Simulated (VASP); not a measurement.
```
InPd
1.0
    3.25000     0.00000     0.00000
    0.00000     3.25000     0.00000
    0.00000     0.00000    16.87500
In Pd
2 2
Direct
  0.50000   0.50000   0.35556
  0.50000   0.50000   0.54815
  0.00000   0.00000   0.45185
  0.00000   0.00000   0.64444
```

These are PBE GGA, VASP's PBE PAW potentials (set 64) (plane waves; VASP) values and carry that method's errors. Run with 300 eV cut-off, 7×7×1 Γ-centred mesh, Gaussian smearing of 0.14 eV, potentials In_d Pd.

The cell holds a wide vacuum, so values per volume refer to the whole cell.

Task: Give the energies of bands 13 to 26 at the high-symmetry points, in eV from the Fermi level.

Result: 
```
band      Γ      X      M
----  -----  -----  -----
13    -4.41  -5.08  -4.22
14    -3.79  -3.49  -3.76
15    -3.09  -2.95  -2.71
16    -2.80  -2.94  -2.69
17    -2.77  -2.54  -2.69
18    -2.77  -2.43  -1.58
19    -2.24  -2.24  -1.37
20    -1.58  -1.83  -0.73
21    -1.58  -1.44  -0.59
22    -1.26  -1.08  -0.59
23    -0.99  -0.88   0.02
24     0.15  -0.55   1.53
25     2.57  -0.06   2.31
26     4.19   2.75   2.31
```

It has no gap at this level: it comes out as a metal or semimetal.

The cell is a sheet with vacuum, built from a generated structure.
